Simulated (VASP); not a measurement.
Consider the following.

```yaml
crystal:
  lattice:
    - [0.00000, 2.96767, 2.96767]
    - [2.96767, 0.00000, 2.96767]
    - [2.96767, 2.96767, 0.00000]
  atoms:
    - { symbol: Cd, position: [0.00000, 0.00000, 0.00000] }
    - { symbol: Se, position: [0.25000, 0.25000, 0.25000] }
```

All values below come from PBEsol GGA, VASP's PBE PAW potentials (set 64) (plane waves; VASP 6.6.1). Run with 500 eV cut-off, 8×8×8 Γ-centred mesh, Gaussian smearing of 0.050 eV, potentials Cd Se.

### Question
Estimate the energy per atom (σ→0), pressure, band gap (on the k-mesh) with the smallest direct gap where there is one.

### Answer

```yaml
band gap (on the k-mesh): 0.63 eV
smallest direct gap (on the k-mesh): 0.63 eV
energy per atom (σ→0): -3.057 eV/atom
pressure: 5.00 GPa
```

The absolute energy has meaning only against runs of the same code, potentials and settings.

The structure was generated: CdSe was put into the zinc blende type (F-43m), which need not be its known phase. It was relaxed first under an external pressure of 5 GPa.
